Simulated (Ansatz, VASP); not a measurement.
## Ni2SeS: VASP beside Ansatz

Wanted: the spread between two codes on one cell, functional and k mesh. The cell is invented: As first built, before any earlier steps moved the atoms: it takes the MgS structure with some of its atoms replaced by other elements, volume scaled by an estimate. It may not be a known or stable phase. The cell comes out of the VASP series on this material, whose earlier steps may have relaxed, scaled or displaced it; both programs get it as it stands.

Main program and level: Ansatz 0.2.0; plane waves, with VASP 6.6.1 beside it; zone-centre phonons at revPBE with D4.

## Step 1: Set-up

The structure is tetragonal, space group P4/mmm (No. 123). Conventional cell: a = 3.398 Å, b = 3.398 Å, c = 4.754 Å, α = 90.00°, β = 90.00°, γ = 90.00°. Se has 6 Ni at 2.38 to 2.40 Å nearest. Ni has 2 Se at 2.38 Å and 4 S at 2.40 Å nearest. Nearest to Ni lie 2 S at 2.38 Å and 4 Se at 2.40 Å. Nearest to S lie 6 Ni at 2.38 to 2.40 Å. As first built, before any earlier steps moved the atoms: sites of the MgS structure (space group 225) filled with other elements, volume scaled by an estimate. Farther neighbours and most contacts between anions are not listed.

## Step 2: Ansatz: zone-centre phonons, revPBE with D4

Ansatz runs on its default PAW (the set named soft_2) files.

Second derivatives magnify differences that forces hide, and they need a tight electronic threshold.

Contents of input.yaml:

```yaml
crystal:
  lattice:
    - [3.3978552123, 0.0, 0.0]
    - [0.0, 3.3978552123, 0.0]
    - [0.0, 0.0, 4.7540606847]
  atoms:
    - { symbol: Se, position: [0.5, 0.5, 0.0], spin: 0.013 }
    - { symbol: Ni, position: [0.5, 0.5, 0.5], spin: 0.026 }
    - { symbol: Ni, position: [0.0, 0.0, 0.0], spin: 0.066 }
    - { symbol: S, position: [0.0, 0.0, 0.5], spin: 0.007 }
hamiltonian:
  xc: revpbe
  pseudopotentials: { kind: paw }
  dispersion: d4
magnetization:
  spin_polarized: true
kpoints:
  mp_grid: { grid: [11, 11, 8] }
scf:
  occupations: { method: methfessel_paxton, width: 0.2 }
phonons:
  method: dfpt
  qpoints: [[0, 0, 0]]
```

Launch:

```console
ansatz run input.yaml --threads 4 --pin off --max-ram 9216MiB --backend cpu --events-out ev --progress --plain --runs-dir out
```

Numbers of over 12 decimals in the logs are rounded to 6 here.

Log:

```text
zone centre: on kpoints.mp_grid the ground state, and the responses unless they are solved on pairs of k-points, stand on 180 of the mesh's 968 k-points, reduced under 8 symmetry operations, with k and −k counted as one. Each operation leaves every solved displacement unchanged or reverses it
Engine: ansatz 0.2.0, aarch64-unknown-linux-gnu
Pseudopotentials: kind: paw
Pseudopotential: Se, paw, valence charge 16, recommended cutoff 420 eV (normal), Se.paw.azcp
Pseudopotential: Ni, paw, valence charge 18, recommended cutoff 420 eV (normal), Ni.paw.azcp
Pseudopotential: S, paw, valence charge 6, recommended cutoff 420 eV (normal), S.paw.azcp
Functional definition: revPBE
  parameter kappa = 1.245
  parameter beta = 0.066725
  exchange = pbe_x(kappa = kappa, mu = beta*pi^2/3)
  correlation = pbe_c(beta = beta)
Crystal: 4 atoms, lattice volume = 54.888 Å³
Basis set: ecut = 420 eV, 1059 PW (Γ), exchange–correlation on 48×48×64 points (8 copies of the dense FFT grid, shifted against one another)
Bands: 35, of which v1, the nominal top of the filled ones, is band 29 counted from 1 (28 counted from 0)
Symmetry: 16 space group operations
Space group: P4/mmm (ITA 123), of the structure as read, at distance tolerance 3.8e-5 Å
Magnetic group: BNS 123.339 (UNI 999), of the structure as read, at distance tolerance 3.8e-5 Å
k-points: 105 of 968
Non-local potential: Se, projectors of the file, l = 0: 2, l = 1: 2, l = 2: 3, l = 3: 1
Non-local potential: Ni, projectors of the file, l = 0: 3, l = 1: 2, l = 2: 3, l = 3: 1
Non-local potential: S, projectors of the file, l = 0: 2, l = 1: 2, l = 2: 2
PAW form: soft (Blöchl's): semilocal exchange-correlation on the pseudo side does not see the compensation charge
PAW frozen core: Se, regenerated for the run's functional, and the local potential with it (the file was generated under x = pbe(κ = 0.804, μ = 0.219515), c = pbe(β = 0.066725))
PAW frozen core: Ni, regenerated for the run's functional, and the local potential with it (the file was generated under x = pbe(κ = 0.804, μ = 0.219515), c = pbe(β = 0.066725))
PAW frozen core: S, regenerated for the run's functional, and the local potential with it (the file was generated under x = pbe(κ = 0.804, μ = 0.219515), c = pbe(β = 0.066725))
PAW one-centre angular grid: Se, 590 points (default); XC on 64 Gauss nodes
PAW one-centre angular grid: Ni, 590 points (default); XC on 64 Gauss nodes
PAW one-centre angular grid: S, 110 points (default); XC on 64 Gauss nodes
Initial density: superposition of atomic densities (chi_scale 0.1, normalization cell)
Starting moments: Σ|m| = 0.112 μB on 4 of 4 sites
Initial wavefunctions: pseudopotential atomic-orbital guess
Functional: x = revpbe(κ = 1.245, μ = 0.219515), c = pbe(β = 0.066725)
SCF 1 converged in 18 iterations: F = -18068.419654 eV  dr2 = 5.66e-9
  greatest PAW one-centre occupation: 1.001 electrons in one spin orbital (limit 2), on the Ni atom at site 2 (counted from 0), in its partial waves of l = 1
k-points: 180 of 968 (irreducible under 8 space group operations)
Initial density: read from a saved state, or passed on in memory by an earlier SCF of this step, an earlier step, the calling program or the single point that the run made first
Stability of the state it starts from, as read at its close in the collinear treatment: not read, because cold or Methfessel-Paxton smearing, or corrected tetrahedra, fill the levels in a way that the test cannot read (fill_not_monotonic); its run was given moments
iter 1 solved again at ethr=1.34e-7 eV; its pass at ethr=3.10e-3 eV (dr2=7.80e-5 eV) is discarded
SCF iter   1: F=—  HF=-18068.419653 eV  |F-HF|=—  |Δ(HF+E_count)|=         —  Δρ=1.59e-6 (↑1.59e-6 ↓1.59e-6)  dr2=4.98e-9  dr2_m=0.00e0  M=0.000 μB ∫|m|=0.000 μB  β_m=0.30  ethr=1.34e-7  ⟨swp⟩=3.2  Hψ=40331  notcnv=0
eigensolver tolerance schedule: the retry pair's looser diagonalisation over-reported the residual by 15652.16 of it (diagonalisation noise at 2.11 of the residual, at the tolerance the schedule requests for it); recorded, not acted on — ethr = c·dr2/N_el stays at c = 1.0e-1
preconditioner: auto → Kerker (q_TF=auto, 2.753 Å⁻¹)  [metal: Δε(μ)=0.002 eV  Ē_g=8.668 eV  σ=0.200 eV  W_gap=0.01  n_scr=20 (ndim 8)  ℏωp=28.4 eV  f_vac=0.000  D(μ)=2.38/eV (n_scr^D=20)]
spin=Collinear: Kerker preconditioning applied to the charge; magnetization (m = ρ↑ − ρ↓) channel mixes plain (no charge-response kernel on spin).
SCF iter   2: F=—  HF=-18068.419654 eV  |F-HF|=—  |Δ(HF+E_count)|=   5.94e-7  S|Δr|=    0.00e0  Δρ=1.32e-6 (↑1.32e-6 ↓1.32e-6)  dr2=2.82e-9  dr2_m=0.00e0  M=0.000 μB ∫|m|=0.000 μB  β_m=0.24  ethr=8.59e-12  ⟨swp⟩=3.4  Hψ=16295  notcnv=0
SCF iter   3: F=—  HF=-18068.419654 eV  |F-HF|=—  |Δ(HF+E_count)|=  2.18e-10  S|Δr|=    0.00e0  Δρ=5.41e-7 (↑5.41e-7 ↓5.41e-7)  dr2=6.26e-10  dr2_m=0.00e0  M=0.000 μB ∫|m|=0.000 μB  β_m=0.33  ethr=4.86e-12  ⟨swp⟩=1.6  Hψ=6689  notcnv=0
SCF iter   4: F=—  HF=-18068.419654 eV  |F-HF|=—  |Δ(HF+E_count)|=  1.09e-11  S|Δr|=    0.00e0  Δρ=1.56e-7 (↑1.56e-7 ↓1.56e-7)  dr2=4.96e-11  dr2_m=0.00e0  M=0.000 μB ∫|m|=0.000 μB  β_m=0.32  ethr=1.08e-12  ⟨swp⟩=1.5  Hψ=7165  notcnv=0
SCF iter   5: F=—  HF=-18068.419654 eV  |F-HF|=—  |Δ(HF+E_count)|=  3.64e-12  S|Δr|=    0.00e0  Δρ=9.44e-8 (↑9.44e-8 ↓9.44e-8)  dr2=2.22e-11  dr2_m=0.00e0  M=0.000 μB ∫|m|=0.000 μB  β_m=0.36  ethr=1.00e-12  ⟨swp⟩=1.0  Hψ=6300  notcnv=0
SCF iter   6: F=-18068.419654 eV  HF=-18068.419654 eV  |F-HF|=3.64e-12  |Δ(HF+E_count)|=  3.64e-12  S|Δr|=    0.00e0  Δρ=4.93e-8 (↑4.93e-8 ↓4.93e-8)  dr2=7.86e-12  dr2_m=0.00e0  M=0.000 μB ∫|m|=0.000 μB  ethr=1.00e-12  ⟨swp⟩=5.2  Hψ=27126  notcnv=0
SCF 2 converged in 6 iterations: F = -18068.419654 eV  dr2 = 7.86e-12
this state was not tested for a lower state beside it, because cold or Methfessel-Paxton smearing, or corrected tetrahedra, fill the levels in a way that the test cannot read (fill_not_monotonic; see scf.lower_state_search)
DFPT response loops at Γ: preconditioner auto → Kerker (q_TF=auto, 2.753 Å⁻¹) (partly filled bands, converged f_vac=0.000); β = 1.00, the filter's whole step (`scf.mixing.beta` (0.30) is not read by the response loops under this deck's `scf.mixing.preconditioner`; to damp them name `kerker` or `kerker_dos`, under which they read `scf.mixing.beta`, and type it under 1.00, their step now; both keys bind the ground state too); Broyden in place of MSR1
SCF converged after 6 iterations
Magnetization: 0.0000 μB (29.0000 up, 29.0000 down)
Absolute magnetization: 0.0000 μB (∫|ρ↑−ρ↓|)
Spin contamination: 0.0000 ħ² per cell (⟨S²⟩ above its minimum at these occupations)
Per-site moments (μB) at R_I (Å): [(0.0, 0.980525), (0.0, 0.980525), (0.0, 0.980525), (0.0, 0.980525)]
Free energy (F): -18068.419654 eV
Harris-Foulkes:  -18068.419654 eV  (|F-HF|=3.64e-12)
Internal energy: -18068.424304 eV  (E = F + TS)
E sigma→0 (E₀):  -18068.420817 eV
Entropy (-TS):   0.004650 eV (1.163 meV/atom)
Fermi energy:    14.500860 eV
--- Per-component energies (eV) ---
  E_band       = -951.139557
  E_kinetic    = 795.846234
  E_local      = -10406.830304  (includes V_loc(G=0)·N_el)
  E_nonlocal   = 717.121566
  E_hartree    = 4601.586152
  E_xc         = -371.448557
  E_vxc        = -404.829099  (∫ρ·V_xc dr)
  E_paw        = -5796.539791  (= ΣΔE_a)
  E_vpaw       = -855.620770  (= ΣTr[D̂ρ^β])
  E_aug_tail   = 0.000566  (compensation charges beyond the density's cutoff)
  E_ewald      = -7604.302629
  E_disp       = -3.569633  (pairwise vdW)
  E_core_change = -0.287908  (= ΣΔE_core)
  E_smearing   = 0.004650  (= −TS)
  E_closure    = -0.000000  (closes the sum)
  Σ components = -18068.419654   (vs F -18068.419654, Δ=0.00e0)
--- Band table (eV; the first three rows and the last of 360) ---
  k-point 0 ↑: bands = [... 25 lower, 13.2579, 13.2579, 13.7181, 13.7279, 13.8163, 13.8163, 16.2680, 19.4905, ... 2 higher]
  k-point 1 ↑: bands = [... 25 lower, 13.3112, 13.3112, 13.8820, 13.8820, 13.9040, 13.9230, 16.3982, 19.9327, ... 2 higher]
  k-point 2 ↑: bands = [... 25 lower, 13.4573, 13.4573, 13.9910, 13.9910, 14.1732, 14.2812, 16.9228, 21.0401, ... 2 higher]
  k-point 179 ↓: bands = [... 25 lower, 13.3217, 13.4077, 13.4397, 13.5525, 13.7206, 13.7745, 20.4899, 21.2366, ... 2 higher]
--- Phonons (Γ-DFPT): 8 representative perturbations + reference, on 180 of 968 k-points (Σ response iterations 24) ---
  k mesh reduced under 8 symmetry operations, with k and −k counted as one. Each operation leaves every solved displacement unchanged or reverses it
  ASR residual: 1.711e-4 → 0.000e0 eV/Å²; symmetrization residual: 8.803e-6 eV/Å²
  pairwise dispersion correction: d4 (s6 = 1.0, s8 = 1.7467653, s9 = 1.0, a1 = 0.536349, a2_bohr = 3.07261485), with the weights of each atom's references fixed at the reference crystal's, and the forces and stress that the weights' published response gives there kept as a pressure on the atom's counted neighbours (hamiltonian.dispersion)
  ASR residual per site (eV/Å²): 3.21e-5 5.71e-5 3.66e-5 1.71e-4
  Γ frequencies (cm⁻¹): 0.00 0.00 0.00 35.79 35.79 104.04 215.55 215.55 243.66 243.66 249.26 275.79
  non-analytic LO–TO correction: not included (Born effective charges unavailable; polar crystals: no LO–TO splitting at Γ)
--- Phonons (arbitrary-q DFPT): 1 explicit q-point ---
  q = [0, 0, 0] (of the zone-centre solve; hermiticity 1.78e-6, symmetrization 9.20e-14): -0.00 -0.00 -0.00 35.79 35.79 104.04 215.55 215.55 243.66 243.66 249.26 275.79
  sum rule: each row above includes the acoustic sum rule's correction from the zone centre's row sums; it moved no ω² by more than (1.20 cm⁻¹)²
```

Run time: 2.5 min. Hardware: 4 threads of Arm Neoverse V2, shared host; peak memory 2 GiB; 9.4 min of CPU time.

(Continued in part 2 of 2.)

[Lines on the potential files, build, host, timing and source positions are cut from VASP's logs without a mark.]

[Logs are printed without paths, hosts, clocks, repeated set-up lines and the standing remarks that a program may print on its own settings, such as how far it seeks lower states.]

[Hosts, paths, dates, database ids (printed as entryN), source tags and the programs' standing remarks are cut or masked in the printed files.]
